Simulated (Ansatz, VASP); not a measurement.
**Cross-check of Al6Ge8O25 between VASP and Ansatz**

Wanted: the spread between two codes on one cell, functional and k mesh. Of the first pair: The structure shown is frame 34 of Ansatz's trajectory.

Method: plane waves, with VASP 6.6.1 beside it; single point at LDA, in Ansatz 0.2.0.

## Step 1: Starting point

The cell holds 117 atoms: 24 Ge, 18 Al and 75 O. Its edges and angles: a = 11.752 Å, b = 11.752 Å, c = 11.752 Å, α = 90.0°, β = 90.0°, γ = 90.0°. As first built, before any earlier steps moved the atoms (in the runner's words): 117 atoms (24 Ge, 18 Al, 75 O) placed at random at 3.46 g/cm^3, melted at 4000 K for 10 ps at fixed volume with the Morse and Coulomb pair potential with partial charges (Pedone, Malavasi, Menziani, Cormack and Segre, J. Phys. Chem. B 110, 11780 (2006)). Quenched from 4000 K to 300 K at 10 K/ps and fixed volume, held 10 ps at zero pressure.

## Step 2: Ansatz: dynamics, LDA

Ansatz runs on its default PAW (the set named soft_2) files.

One frame of this run of dynamics is then solved in both programs, so the motion causes no difference.

The input, input.yaml:

```yaml
crystal:
  lattice:
    - [11.75225, 0.0, 0.0]
    - [0.0, 11.75225, 0.0]
    - [0.0, 0.0, 11.75225]
  atoms:
    - { symbol: Ge, position: [0.36902, 0.35407, 0.51785] }
    - { symbol: Ge, position: [0.06504, 0.27237, 0.34527] }
    - { symbol: Ge, position: [0.30016, 0.91776, 0.75755] }
    - { symbol: Ge, position: [0.32589, 0.20748, 0.75913] }
    - { symbol: Ge, position: [0.54467, 0.6708, 0.7107] }
    - { symbol: Ge, position: [0.26086, 0.79986, 0.51054] }
    - { symbol: Ge, position: [0.65656, 0.92307, 0.71979] }
    - { symbol: Ge, position: [0.90302, 0.16325, 0.13207] }
    - { symbol: Ge, position: [0.62281, 0.49663, 0.50228] }
    - { symbol: Ge, position: [0.94775, 0.90395, 0.16216] }
    - { symbol: Ge, position: [0.64847, 0.1763, 0.2738] }
    - { symbol: Ge, position: [0.44441, 0.53794, 0.10721] }
    - { symbol: Ge, position: [0.26492, 0.57655, 0.65421] }
    - { symbol: Ge, position: [0.651, 0.71986, 0.3436] }
    - { symbol: Ge, position: [0.21685, 0.56277, 0.93746] }
    - { symbol: Ge, position: [0.95484, 0.1184, 0.63379] }
    - { symbol: Ge, position: [0.70782, 0.78093, 0.06745] }
    - { symbol: Ge, position: [0.94181, 0.52555, 0.70026] }
    - { symbol: Ge, position: [0.92018, 0.663, 0.4461] }
    - { symbol: Ge, position: [0.5974, 0.28895, 0.77799] }
    - { symbol: Ge, position: [0.87829, 0.95548, 0.85619] }
    - { symbol: Ge, position: [0.64424, 0.52057, 0.91579] }
    - { symbol: Ge, position: [0.69701, 0.14947, 0.55832] }
    - { symbol: Ge, position: [0.02388, 0.92907, 0.42965] }
    - { symbol: Al, position: [0.46712, 0.09576, 0.12007] }
    - { symbol: Al, position: [0.1027, 0.33672, 0.72248] }
    - { symbol: Al, position: [0.49896, 0.9618, 0.33326] }
    - { symbol: Al, position: [0.37691, 0.74524, 0.26202] }
    - { symbol: Al, position: [0.85449, 0.32344, 0.88394] }
    - { symbol: Al, position: [0.49853, 0.94425, 0.93797] }
[... 81 atom lines left out ...]
    - { symbol: O, position: [0.74976, 0.42796, 0.498] }
    - { symbol: O, position: [0.42533, 0.62094, 0.22239] }
    - { symbol: O, position: [0.5796, 0.80682, 0.67989] }
    - { symbol: O, position: [0.34506, 0.57382, 0.00375] }
    - { symbol: O, position: [0.36432, 0.41925, 0.16639] }
    - { symbol: O, position: [0.07143, 0.46981, 0.67099] }
kpoints:
  mp_grid: { grid: [1, 1, 1] }
hamiltonian:
  xc: lda
scf:
  occupations: { method: fixed }
output:
  forces: true
md:
  timestep: 1.0
  n_steps: 102
  ensemble: nvt_nose_hoover
  temperature: 400
  initial_velocities: maxwell_boltzmann
  seed: 4798
```

Command:

```
> ansatz run input.yaml --threads 4 --pin off --max-ram 8192MiB --backend cpu --events-out ev --progress --plain --runs-dir out
```

Numbers of over 12 decimals in the logs are rounded to 6 here.

Output:

```text
Warning: md: disabling space-group detection — thermal motion breaks the input geometry's symmetry, so no spatial operation reduces the k-mesh or symmetrises the density; time reversal is kept, so that k and −k are solved as one point where they differ and the mesh holds both, and exact exchange and, on two spinor components, a DFT+U term hold to it where the run has them: on two components no moment then forms, and  [...]
Engine: ansatz 0.2.0, aarch64-unknown-linux-gnu
Pseudopotentials: kind: paw
Pseudopotential: Ge, paw, valence charge 14, recommended cutoff 420 eV (normal), Ge.paw.azcp
Pseudopotential: Al, paw, valence charge 3, recommended cutoff 420 eV (normal), Al.paw.azcp
Pseudopotential: O, paw, valence charge 6, recommended cutoff 420 eV (normal), O.paw.azcp
Functional definition: SPW92
  exchange = slater_x
  correlation = pw_c
Crystal: 117 atoms, lattice volume = 1623.166 Å³
Basis set: ecut = 420 eV, 31559 PW (Γ)
Bands: 537, of which v1, the nominal top of the filled ones, is band 420 counted from 1 (419 counted from 0)
Symmetry: 1 space group operations
k-points: 1
Non-local potential: Ge, projectors of the file, l = 0: 2, l = 1: 2, l = 2: 3, l = 3: 1
Non-local potential: Al, projectors of the file, l = 0: 2, l = 1: 2, l = 2: 1
Non-local potential: O, projectors of the file, l = 0: 2, l = 1: 2, l = 2: 1
PAW form: soft (Blöchl's): semilocal exchange-correlation on the pseudo side does not see the compensation charge
PAW frozen core: Ge, regenerated for the run's functional, and the local potential with it (the file was generated under x = pbe(κ = 0.804, μ = 0.219515), c = pbe(β = 0.066725))
PAW frozen core: Al, regenerated for the run's functional, and the local potential with it (the file was generated under x = pbe(κ = 0.804, μ = 0.219515), c = pbe(β = 0.066725))
PAW frozen core: O, regenerated for the run's functional, and the local potential with it (the file was generated under x = pbe(κ = 0.804, μ = 0.219515), c = pbe(β = 0.066725))
PAW one-centre angular grid: Ge, 590 points (default); XC on 64 Gauss nodes
PAW one-centre angular grid: Al, 110 points (default); XC on 64 Gauss nodes
PAW one-centre angular grid: O, 110 points (default); XC on 64 Gauss nodes
Initial density: superposition of atomic densities (neutral atoms: chi_scale 0, normalization atom), corrected by the library's trained network
Initial wavefunctions: pseudopotential atomic-orbital guess
Functional: x = slater, c = lda
SCF iter   1: F=—  HF=-152095.328357 eV  |F-HF|=—  |Δ(HF+E_count)|=         —  Δρ=1.44e-2  dr2=3.08e0  ethr=1.77e-3  ⟨swp⟩=5.0  Hψ=1639  notcnv=0  defer=114
preconditioner: auto → Resta (q_TF=auto, 2.445 Å⁻¹)  ε∞=2.9  [insulator: Δε(μ)=2.083 eV  Ē_g=19.553 eV  n_scr=388 (ndim 8)  ℏωp=26.7 eV  f_vac=0.192  ε∞_Penn≈2.9]
SCF iter   2: F=—  HF=-152094.439164 eV  |F-HF|=—  |Δ(HF+E_count)|=   8.89e-1  Δρ=3.74e-3  dr2=9.18e-2  ethr=3.67e-4  ⟨swp⟩=2.0  Hψ=783  notcnv=0  defer=115
SCF iter   3: F=—  HF=-152094.411689 eV  |F-HF|=—  |Δ(HF+E_count)|=   2.75e-2  Δρ=1.61e-3  dr2=3.06e-2  ethr=1.09e-5  ⟨swp⟩=2.0  Hψ=671  notcnv=0  defer=115
SCF iter   4: F=—  HF=-152094.406551 eV  |F-HF|=—  |Δ(HF+E_count)|=   5.14e-3  Δρ=9.54e-4  dr2=1.13e-2  ethr=3.65e-6  ⟨swp⟩=2.0  Hψ=847  notcnv=0  defer=115
SCF iter   5: F=—  HF=-152094.402503 eV  |F-HF|=—  |Δ(HF+E_count)|=   4.05e-3  Δρ=1.84e-4  dr2=5.97e-4  ethr=1.34e-6  ⟨swp⟩=2.0  Hψ=847  notcnv=0  defer=115
SCF iter   6: F=—  HF=-152094.402397 eV  |F-HF|=—  |Δ(HF+E_count)|=   1.06e-4  Δρ=7.35e-5  dr2=1.03e-4  ethr=7.11e-8  ⟨swp⟩=2.0  Hψ=845  notcnv=0  defer=113
SCF iter   7: F=—  HF=-152094.402407 eV  |F-HF|=—  |Δ(HF+E_count)|=   1.01e-5  Δρ=1.81e-5  dr2=6.54e-6  ethr=1.23e-8  ⟨swp⟩=2.0  Hψ=662  notcnv=0  defer=112
SCF iter   8: F=—  HF=-152094.402380 eV  |F-HF|=—  |Δ(HF+E_count)|=   2.69e-5  Δρ=1.30e-5  dr2=2.50e-6  ethr=7.78e-10  ⟨swp⟩=2.0  Hψ=819  notcnv=0  defer=112
SCF iter   9: F=—  HF=-152094.402380 eV  |F-HF|=—  |Δ(HF+E_count)|=   2.87e-8  Δρ=3.20e-6  dr2=1.96e-7  ethr=2.97e-10  ⟨swp⟩=2.0  Hψ=707  notcnv=0  defer=112
SCF iter  10: F=-152094.402381 eV  HF=-152094.402381 eV  |F-HF|=7.83e-9  |Δ(HF+E_count)|=   1.46e-7  Δρ=1.64e-6  dr2=4.17e-8  ethr=1.19e-11  ⟨swp⟩=4.0  Hψ=1493  notcnv=0
SCF 1 converged in 10 iterations: F = -152094.402381 eV  dr2 = 4.17e-8
  greatest PAW one-centre occupation: 0.999 electrons in one spin orbital (limit 2), on the Ge atom at site 9 (counted from 0), in its partial waves of l = 2
[...]
preconditioner: auto → Resta (q_TF=auto, 2.445 Å⁻¹)  ε∞=2.9  [insulator: Δε(μ)=2.196 eV  Ē_g=19.272 eV  n_scr=388 (ndim 8)  ℏωp=26.7 eV  f_vac=0.167  ε∞_Penn≈2.9]
SCF iter   2: F=—  HF=-152096.185470 eV  |F-HF|=—  |Δ(HF+E_count)|=   8.80e-3  Δρ=8.02e-4  dr2=6.11e-3  ethr=3.41e-6  ⟨swp⟩=3.0  Hψ=690  notcnv=0  defer=115
SCF iter   3: F=—  HF=-152096.183937 eV  |F-HF|=—  |Δ(HF+E_count)|=   1.53e-3  Δρ=3.75e-4  dr2=1.40e-3  ethr=7.27e-7  ⟨swp⟩=2.0  Hψ=680  notcnv=0  defer=115
SCF iter   4: F=—  HF=-152096.183609 eV  |F-HF|=—  |Δ(HF+E_count)|=   3.28e-4  Δρ=8.11e-5  dr2=1.14e-4  ethr=1.67e-7  ⟨swp⟩=2.0  Hψ=706  notcnv=0  defer=113
SCF iter   5: F=—  HF=-152096.183609 eV  |F-HF|=—  |Δ(HF+E_count)|=   3.26e-9  Δρ=4.76e-5  dr2=3.60e-5  ethr=1.36e-8  ⟨swp⟩=2.0  Hψ=767  notcnv=0  defer=113
SCF iter   6: F=—  HF=-152096.183573 eV  |F-HF|=—  |Δ(HF+E_count)|=   3.67e-5  Δρ=1.57e-5  dr2=3.66e-6  ethr=4.28e-9  ⟨swp⟩=2.0  Hψ=818  notcnv=0  defer=113
SCF iter   7: F=—  HF=-152096.183572 eV  |F-HF|=—  |Δ(HF+E_count)|=   1.51e-7  Δρ=7.02e-6  dr2=7.45e-7  ethr=4.36e-10  ⟨swp⟩=2.0  Hψ=830  notcnv=0  defer=113
SCF iter   8: F=—  HF=-152096.183573 eV  |F-HF|=—  |Δ(HF+E_count)|=   1.43e-7  Δρ=2.70e-6  dr2=1.21e-7  ethr=8.87e-11  ⟨swp⟩=2.0  Hψ=705  notcnv=0  defer=113
SCF iter   9: F=-152096.183573 eV  HF=-152096.183573 eV  |F-HF|=5.65e-9  |Δ(HF+E_count)|=   4.25e-9  Δρ=8.30e-7  dr2=1.32e-8  ethr=1.19e-11  ⟨swp⟩=4.0  Hψ=1381  notcnv=0
SCF 103 converged in 9 iterations: F = -152096.183573 eV  dr2 = 1.32e-8
md step   102: t =   102.00 fs  T =   441.7 K  F+E_penalty+E_count = -152096.18357265 eV  E_kin = 6.623472 eV  conserved = -152088.40893719 eV  (9 SCF iters)
SCF converged after 9 iterations
Free energy (F): -152096.183573 eV
Harris-Foulkes:  -152096.183573 eV  (|F-HF|=5.65e-9)
Internal energy: -152096.183573 eV  (E = F + TS)
E sigma→0 (E₀):  -152096.183573 eV
Fermi energy:    3.469538 eV
--- Per-component energies (eV) ---
  E_band       = -7028.912474
  E_kinetic    = 16247.900578
  E_local      = -113277.870102  (includes V_loc(G=0)·N_el)
  E_nonlocal   = 14237.635080
  E_hartree    = 47763.431192
  E_xc         = -7900.993666
  E_vxc        = -9026.511454  (∫ρ·V_xc dr)
  E_paw        = -65799.077214  (= ΣΔE_a)
  E_vpaw       = -10737.129466  (= ΣTr[D̂ρ^β])
  E_aug_tail   = 0.197042  (compensation charges beyond the density's cutoff)
  E_ewald      = -43421.478320
  E_core_change = 54.071838  (= ΣΔE_core)
  E_smearing   = -0.000000  (= −TS)
  E_closure    = 0.000000  (closes the sum)
  Σ components = -152096.183573   (vs F -152096.183573, Δ=0.00e0)
--- Forces (eV/Å), atoms counted from 1 ---
  atom   1  Ge    -3.02002620     0.62660696    -0.58240944
  atom   2  Ge     1.91025991    -0.08512876    -1.00278415
  atom   3  Ge    -1.09852764    -0.27548238    -2.64636935
  atom   4  Ge     0.81093517     3.41035216    -0.33660992
  atom   5  Ge     4.03211678     1.25429749     1.28935104
  atom   6  Ge    -0.72126871    -0.20944738     0.20220391
  atom   7  Ge    -1.03088193     0.67722166    -0.05082563
  atom   8  Ge    -1.15851523    -0.40660146     1.31618332
  atom   9  Ge     4.02676605     1.47497757    -1.12570631
  atom  10  Ge     1.94612734    -0.72652389     1.25609265
  atom  11  Ge     0.12129860     0.48622357    -2.40194178
  atom  12  Ge    -0.26154039     1.63115869    -0.18249199
  atom  13  Ge    -1.57221008     0.47495286     0.93452294
  atom  14  Ge    -0.37193636    -0.67672090    -0.17165023
  atom  15  Ge    -0.82627690    -1.49099333    -0.33597122
  atom  16  Ge     1.34852856     2.24913644     0.49396612
  atom  17  Ge     1.40183649    -1.02451736    -0.51511287
  atom  18  Ge    -0.61483368    -0.35084086     2.02247238
  atom  19  Ge     0.80295214     0.89702727     2.75801957
  atom  20  Ge    -1.51146381    -0.48491509    -0.76848560
  atom  21  Ge     1.06897859    -2.06443282     1.73013851
  atom  22  Ge     0.84570246    -0.03194459     0.16559080
  atom  23  Ge     1.00642320    -2.38374787    -1.51753853
  atom  24  Ge     0.50252749     0.07921805    -1.94981937
[...]
atom 110  O     -0.31327310     0.34592645    -1.22618185
  atom 111  O      1.52136984     0.56457401    -1.29234282
  atom 112  O     -0.41546730     0.11933237     0.62920242
  atom 113  O      1.00802061    -1.29576119    -1.22951111
  atom 114  O      0.87060831    -0.65208019     1.04854376
  atom 115  O      1.39548954    -0.12705345     1.17316446
  atom 116  O     -0.02431400    -1.18624632     0.57504966
  atom 117  O      0.33789857    -0.75830510    -0.96694161
  max |Σ_I F_I| component: 2.61e-4 eV/Å
--- MD trajectory: 102 steps, t = 0.0 → 102.0 fs ---
  final state: T = 441.7 K   F+E_penalty+E_count = -152096.18357265 eV   E_kin = 6.623472 eV
  conserved energy: peak-to-peak 5.449e-3 eV (4.657e-5 eV/atom) over 102.0 fs
```

The column dr2 measures how far the density is from self-consistency, as an energy; F and HF (Harris–Foulkes) agree once it is small.

## Step 3: VASP: single point, LDA, pair 1

The same cell, functional (in two slightly different forms) and mesh now go to VASP, with its own data sets.

Lines of VASP's logs that name or quote its potential files are left out, and so is its time.

The input, INCAR:

```
SYSTEM = Al6Ge8O25
PREC = Accurate
ENCUT = 520
EDIFF = 1E-06
NELM = 120
ISMEAR = 0
SIGMA = 0.01
LREAL = Auto
ALGO = Normal
GGA = PW92
NBANDS = 512
LORBIT = 11
LWAVE = .FALSE.
LCHARG = .FALSE.
ISIF = 2
LASPH = .TRUE.
GGA_COMPAT = .FALSE.
EFERMI = MIDGAP
NCORE = 4
```

The input, POSCAR:

```
Al6Ge8O25
1.0
   11.7522500000      0.0000000000      0.0000000000
    0.0000000000     11.7522500000      0.0000000000
    0.0000000000      0.0000000000     11.7522500000
Ge Al O
24 18 75
Direct
    0.3699461805      0.3547661086      0.5204535302
    0.0724712289      0.2659746006      0.3459167393
    0.3048777894      0.9228360527      0.7554808654
    0.3405900998      0.2103256823      0.7523325321
    0.5438873407      0.6681784339      0.7045119020
    0.2652258078      0.7994894595      0.5094003276
    0.6561977494      0.9285200706      0.7282945819
    0.8991554809      0.1785019890      0.1307494310
    0.6219489885      0.5049501159      0.5035461295
    0.9405688272      0.8996575124      0.1688697909
    0.6482673531      0.1771490566      0.2804994788
    0.4467399860      0.5383905210      0.1051288051
    0.2650811547      0.5814631241      0.6578740241
    0.6520793891      0.7179221000      0.3364632304
    0.2236848263      0.5635431513      0.9430109128
    0.9563700568      0.1194920122      0.6281180200
    0.7057627263      0.7706269012      0.0692463145
    0.9459380119      0.5255163905      0.7044012849
    0.9153396158      0.6612606097      0.4417281797
    0.5913080474      0.2922078751      0.7815524687
    0.8736029271      0.9573656108      0.8588738327
    0.6528111638      0.5346125210      0.9176285392
    0.6977897849      0.1524984577      0.5629985747
    0.0208555808      0.9194664851      0.4254929907
    0.4785466613      0.0973345530      0.1170158906
    0.0936416431      0.3390244421      0.7133867983
    0.4923567827      0.9484822055      0.3319449467
    0.3717841264      0.7555999915      0.2650896637
    0.8484928418      0.3175902487      0.8907570891
    0.5062519943      0.9347827012      0.9386883363
[... 81 atom lines left out ...]
    0.7410155502      0.4133336170      0.4759854496
    0.4316109681      0.6360058712      0.2151247633
    0.5766810611      0.8132229999      0.6701695420
    0.3569273969      0.5907634708      0.9942904550
    0.3731625859      0.4190771980      0.1639260567
    0.0819587739      0.4754493820      0.6669871727
```

The input, KPOINTS:

```
Automatic mesh
0
Gamma
1 1 1
0 0 0
```

The projector-augmented-wave data sets are Ge_d, Al and O (LDA family, release 64).

Command:

```
> mpirun -np 16 vasp_gam
```

Output:

```text
[banner, memory and clock lines left out]
running   16 mpi-ranks, on    1 nodes
[...]
|                                                                             |
|               ----> ADVICE to this user running VASP <----                  |
|                                                                             |
|     You enforced a specific xc type in the INCAR file but a different       |
|     [... a line on the potential file left out ...]
|     I HOPE YOU KNOW WHAT YOU ARE DOING!                                     |
|                                                                             |

 LDA part: xc-table for (Slater(with rela. corr.)+PW92), standard interpolation
 POSCAR, INCAR and KPOINTS ok, starting setup
[...]
entering main loop
       N       E                     dE             d eps       ncg     rms          rms(c)
DAV:   1     0.266797442952E+05    0.26680E+05   -0.26781E+05  1264   0.376E+03
DAV:   2     0.530714180389E+04   -0.21373E+05   -0.20301E+05  1032   0.105E+03
DAV:   3    -0.221647646939E+03   -0.55288E+04   -0.51723E+04  1120   0.367E+02
DAV:   4    -0.955183108877E+03   -0.73354E+03   -0.71742E+03  1208   0.151E+02
[...]
DAV:  17    -0.860241614786E+03    0.12938E-05   -0.12889E-04  1272   0.337E-02    0.147E-02
DAV:  18    -0.860241615443E+03   -0.65639E-06   -0.57880E-05  1296   0.196E-02    0.770E-03
DAV:  19    -0.860241615021E+03    0.42192E-06   -0.75176E-06  1208   0.129E-02
   1 F= -.86024162E+03 E0= -.86024162E+03  d E =0.000000E+00
```

From OUTCAR (step 3):

```text
  FREE ENERGIE OF THE ION-ELECTRON SYSTEM (eV)
  ---------------------------------------------------
  free  energy   TOTEN  =      -860.2416150206 eV

  energy  without entropy=     -860.2416150206  energy(sigma->0) =     -860.24161502

[... 1 further part left out ...]
```

The run ends at a pressure of -4.56 GPa, with forces up to 4.0 eV/Å.

## Step 4: Comparison

Known differences besides the potentials themselves: fixed occupations in Ansatz, narrow Gaussian smearing in VASP; the cutoff is 420 eV in Ansatz and 520 eV in VASP (PREC = Accurate, projectors in real space); VASP's log shows a relativistic correction to its local exchange, Ansatz's none. Total energies have different zeros and are not compared.

Forces on 10 of the 117 atoms, those with the largest forces and the largest differences (eV/Å; atoms numbered as in POSCAR):

| atom | Ansatz x, y, z | VASP x, y, z |
| --- | --- | --- |
| Ge7 | -0.088, -2.693, -2.845 | -0.136, -2.736, -2.908 |
| Ge8 | -1.388, -2.379, 2.176 | -1.421, -2.483, 2.176 |
| Ge21 | 2.127, -2.358, 0.311 | 2.200, -2.420, 0.312 |
| Al27 | -0.798, 2.437, -0.460 | -0.774, 2.492, -0.470 |
| O43 | -0.751, 0.400, -0.368 | -0.752, 0.469, -0.248 |
| O57 | 1.397, -3.327, 0.283 | 1.440, -3.330, 0.328 |
| O75 | -1.274, -2.533, -0.474 | -1.232, -2.539, -0.528 |
| O93 | 0.966, -1.615, 2.353 | 1.001, -1.579, 2.347 |
| O101 | 0.279, -0.216, -1.387 | 0.201, -0.330, -1.367 |
| O117 | -1.161, 0.321, -0.336 | -1.052, 0.378, -0.399 |

The forces differ by 43 meV/Å r.m.s., which is 4.6 % of the r.m.s. force of 0.934 eV/Å (both taken over all components).

## Step 5: Ansatz: dynamics, LDA

One frame of this run of dynamics is then solved in both programs, so the motion causes no difference.

The structure compared here is frame 68 of Ansatz's trajectory.

input.yaml is that of step 2.

Command:

```
> ansatz run input.yaml --threads 4 --pin off --max-ram 8192MiB --backend cpu --events-out ev --progress --plain --runs-dir out
```

Output:

```text
[...]
Crystal: 117 atoms, lattice volume = 1623.166 Å³
Basis set: ecut = 420 eV, 31559 PW (Γ)
Bands: 537, of which v1, the nominal top of the filled ones, is band 420 counted from 1 (419 counted from 0)
Symmetry: 1 space group operations
k-points: 1
[...]
atom   8  Ge    -1.15851523    -0.40660146     1.31618332
[...]
atom 114  O      0.87060831    -0.65208019     1.04854376
  atom 115  O      1.39548954    -0.12705345     1.17316446
  atom 116  O     -0.02431400    -1.18624632     0.57504966
  atom 117  O      0.33789857    -0.75830510    -0.96694161
  max |Σ_I F_I| component: 2.61e-4 eV/Å
--- MD trajectory: 102 steps, t = 0.0 → 102.0 fs ---
[...]
conserved energy: peak-to-peak 5.449e-3 eV (4.657e-5 eV/atom) over 102.0 fs
[key lines of the parts left out:]
SCF converged after 9 iterations
Free energy (F): -152096.183573 eV
Fermi energy:    3.469538 eV
```

(Continued in part 2 of 2.)

[Lines on the potential files, build, host, timing and source positions are cut from VASP's logs without a mark.]

[Logs are printed without paths, hosts, clocks, repeated set-up lines and the standing remarks that a program may print on its own settings, such as how far it seeks lower states.]

[Hosts, paths, dates, database ids (printed as entryN), source tags and the programs' standing remarks are cut or masked in the printed files.]
